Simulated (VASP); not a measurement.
Input:

```xyz
3
Lattice="0.0000 3.7791 3.7791 3.7791 0.0000 3.7791 3.7791 3.7791 0.0000" Properties=species:S:1:pos:R:3 pbc="T T T"
K      1.8896     1.8896     1.8896
K      5.6687     5.6687     5.6687
S      0.0000     0.0000     0.0000
```

All values below come from PBE GGA, VASP's PBE PAW potentials (set 64) (plane waves; VASP 6.6.1). Numerical set-up: 800 eV cut-off, 5×5×5 Γ-centred mesh, Gaussian smearing of 0.050 eV, potentials K_sv S_h.

Q: Estimate the energy per atom (σ→0).

A: 
```
Quantity                       Result
---------------------  --------------
energy per atom (σ→0)  -3.138 eV/atom
```

Only differences to runs with the same potentials and settings are physical.

The compound is K2S in the antifluorite structure. The cell was not relaxed at this level. The run is one of a series of settings (ENCUT = 800, POTCAR K_sv S_h (PBE.64 set) against the base run), some of them coarse on purpose.
